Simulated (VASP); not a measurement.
Set up this calculation in VASP 6.6.1, as the native input.

```yaml
Task: single point
Functional: r2SCAN
Potentials_or_basis: VASP PAW PBE potentials, release 64 (Na_pv, Al, Y_sv)
Cutoff: 520 eV
k_mesh: 5 × 5 × 3, shifted
Occupations: fermi-dirac, width 0.0191 eV
Spin: no spin polarisation
Dipole_correction: no
Further_INCAR_settings: ALGO = Normal; EDIFF = 1e-07; NBANDS = 24
```

Crystal: Na2YAl2.

```
Na Al Y
1.0
     4.54643    0.05895    0.05750
    -2.22216    3.84948   -0.07274
     0.09021   -0.07968    6.92600
Na Al Y
2 2 1
Direct
  0.33219 0.67906 0.25703
  0.64906 0.33465 0.73147
  0.34523 0.66124 0.64730
  0.66365 0.32565 0.35284
  0.99532 0.00081 0.00606
```

The cell was built by a generator and needn't be a form met in nature.

One way to write it, as run:

POSCAR

```
Na2YAl2
1.0
    4.5464275900      0.0589484300      0.0575039500
   -2.2221621400      3.8494788200     -0.0727402400
    0.0902105400     -0.0796825000      6.9259988700
Na Al Y
2 2 1
Direct
    0.3321910000      0.6790640000      0.2570270000
    0.6490610000      0.3346520000      0.7314700000
    0.3452300000      0.6612410000      0.6472970000
    0.6636500000      0.3256450000      0.3528390000
    0.9953220000      0.0008130000      0.0060590000
```

INCAR.step1

```
SYSTEM = Na2YAl2
  PREC = Accurate
  ENCUT = 520
  ISMEAR = -1
  SIGMA = 0.0191
  LREAL = .False.
  LASPH = .True.
  NELM = 100
  NBANDS = 24
  GGA = PE
  ALGO = Normal
  EDIFF = 1E-4
  LWAVE = .True.
  LCHARG = .False.
```

INCAR.step2

```
SYSTEM = Na2YAl2
  PREC = Accurate
  ENCUT = 520
  EDIFF = 1E-7
  ISMEAR = -1
  SIGMA = 0.0191
  LREAL = .False.
  LASPH = .True.
  NELM = 100
  ALGO = Normal
  ISIF = 2
  LWAVE = .False.
  LCHARG = .False.
  METAGGA = R2SCAN
  LMIXTAU = .True.
  NBANDS = 24
  ISTART = 1
```

KPOINTS

```
Automatic mesh
0
Gamma
  5 5 3
  0.5 0.5 0
```

Potentials or basis: VASP PAW PBE potentials, release 64 (Na_pv, Al, Y_sv).

Run with:

```sh
$ cat potpaw_PBE.64/Na_pv/POTCAR potpaw_PBE.64/Al/POTCAR potpaw_PBE.64/Y_sv/POTCAR > POTCAR
$ cp INCAR.step1 INCAR
$ mpirun -np 1 vasp_std > vasp.out
$ cp INCAR.step2 INCAR
$ mpirun -np 1 vasp_std > vasp.out
```

Results of the run:

The pressure is 5.5 GPa. The largest force is 1.206 eV/Å. The band gap on the k mesh is none (metal or under the smearing width).

Caveat: the PAW data sets were made with another functional, which shifts forces and pressure a little.

It took 4.5 min on 1 thread of Intel(R) Xeon(R) Platinum 8488C (Sapphire Rapids), on a shared host, peak memory 0.34 GiB.
